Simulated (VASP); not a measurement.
Energy against volume of Tb (hcp). Computed with rev-vdW-DF2, VASP's PBE PAW potentials (set 64) (plane waves; VASP). Settings: 520 eV cut-off, 12×12×7 Γ-centred mesh, first-order Methfessel-Paxton smearing of 0.10 eV, potentials Tb_3.

The 4f electrons are frozen in the core of the lanthanide potential, so 4f levels, which can set the real gap, and their magnetism are missing.

Shape and ions are relaxed at each volume.

```tsv
V (Å³/atom)	E (eV/atom)
30.133	-2.29802
31.065	-2.30064
31.997	-2.29643
32.929	-2.28597
```

Question: Fit these four points and predict the energy of the run at 29.201 Å³/atom.

Answer: A cubic in V^(−2/3), the third-order Birch-Murnaghan form, passes through the four points with V0 = 30.94 Å³/atom and B0 = 39 GPa, and gives -2.2880 eV/atom there. The run gave -2.2876 eV/atom, +0.4 meV/atom from the fit; all five points give B0 = 40 GPa.

The compound is Tb in the hcp structure. It was relaxed first.
